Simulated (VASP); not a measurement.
Energy against volume of Li₂O (antifluorite). Calculation: PBE GGA with D3 dispersion (Becke-Johnson damping), VASP's PBE PAW potentials (set 64) (plane waves; VASP 6.6.1). Settings: 520 eV cut-off, 8×8×8 Γ-centred mesh, Gaussian smearing of 0.050 eV, potentials Li_sv O.

```
V (Å³/atom)  E (eV/atom)
-----------  -----------
7.531           -5.05121
7.764           -5.05332
7.997           -5.05141
8.230           -5.04607
```

Question: Fit these four points and predict the energy of the run at 7.298 Å³/atom.

Answer: A cubic in V^(−2/3), the third-order Birch-Murnaghan form, passes through the four points with V0 = 7.76 Å³/atom and B0 = 92 GPa, and gives -5.0444 eV/atom there. The run gave -5.0445 eV/atom, -0.1 meV/atom from the fit; all five points give B0 = 91 GPa.

The compound is Li2O in the antifluorite structure. It was relaxed first, which changed the volume by -6 %.
